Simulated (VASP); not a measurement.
The system is Hf3SnS4.

```xyz
8
Lattice="3.6619 -0.0247 0.0161 -1.8524 3.1422 0.0128 0.0791 0.1183 17.5923" Properties=species:S:1:pos:R:3 pbc="T T T"
Hf   -0.0378    0.1289    0.2504
Hf    1.5576    1.0837   10.9473
Hf    0.0427    2.1789    6.5239
Sn   -1.7994    3.1840    8.8411
S     1.7011    1.1964   16.2433
S     0.0462    2.2186    1.5253
S     0.2752    2.2893   12.3199
S     1.7413    1.3162    4.9630
```

The cell was built by a generator and needn't be a form met in nature.

| Property | Result |
| --- | --- |
| Program | VASP 6.6.1 |
| Task | relaxation of cell and atoms |
| Functional | PBE |
| Potentials or basis | VASP PAW PBE potentials, release 64 (Hf_pv, Sn_d, S) |
| Cutoff | 520 eV |
| k mesh | 7 × 7 × 2 |
| Occupations | gaussian, width 0.15 eV |
| Spin | no spin polarisation |

At the start: pressure 0.7 GPa; volume 25.20 Å³/atom.

Question: Where does the relaxation end?

Answer: Over 33 steps the energy falls by 178.7 meV/atom and the volume is 24.73 Å³/atom (-1.9 %); space group Cm (No. 8, to 0.05 Å).

Step by step:
```tsv
step	energy change (eV)	largest force (eV/Å)	pressure (GPa)	volume (Å³)
1	0.0000	2.9880	0.73	201.60
2	-0.8952	1.9057	-2.80	204.59
3	-0.9278	1.7123	-2.59	204.09
4	-1.1858	1.0109	2.62	193.35
5	-1.1945	1.0858	1.75	194.89
6	-1.3544	0.4558	0.02	197.75
7	-1.3580	0.5403	-0.24	198.29
8	-1.4009	0.3416	-0.19	197.87
9	-1.4035	0.2790	-0.15	197.74
10	-1.4153	0.1541	0.19	196.99
11	-1.4166	0.1388	0.26	196.72
12	-1.4166	0.1493	0.31	196.62
13	-1.4203	0.1294	-0.34	197.77
14	-1.4203	0.1134	-0.29	197.66
15	-1.4238	0.1001	-0.06	197.26
16	-1.4242	0.1010	-0.01	197.08
17	-1.4258	0.0468	0.17	196.92
18	-1.4264	0.0599	0.27	196.76
19	-1.4273	0.0499	0.05	197.24
20	-1.4275	0.0614	0.00	197.48
21	-1.4270	0.1088	-0.27	197.96
22	-1.4274	0.0669	-0.12	197.57
23	-1.4275	0.0654	-0.08	197.52
24	-1.4279	0.0593	-0.02	197.60
25	-1.4282	0.0913	-0.08	197.83
26	-1.4283	0.0784	-0.10	197.77
27	-1.4288	0.0738	0.05	197.59
28	-1.4289	0.0625	0.18	197.42
29	-1.4293	0.0507	0.21	197.57
30	-1.4293	0.0649	0.00	198.01
31	-1.4296	0.0446	0.04	197.83
32	-1.4295	0.0493	0.07	197.69
33	-1.4298	0.0263	0.05	197.85
```

Final structure:
```
Hf Sn S
1.0
     3.61424   -0.00121   -0.03386
    -1.80898    3.13003    0.03821
    -0.15622    0.11139   17.49509
Hf Sn S
3 1 4
Direct
  0.00105 0.03547 0.00673
  0.67487 0.34748 0.62226
  0.33310 0.69786 0.36823
  0.00541 0.02351 0.49521
  0.66281 0.37448 0.92336
  0.33692 0.69535 0.09017
  0.34607 0.67396 0.70072
  0.66154 0.37088 0.28982
```
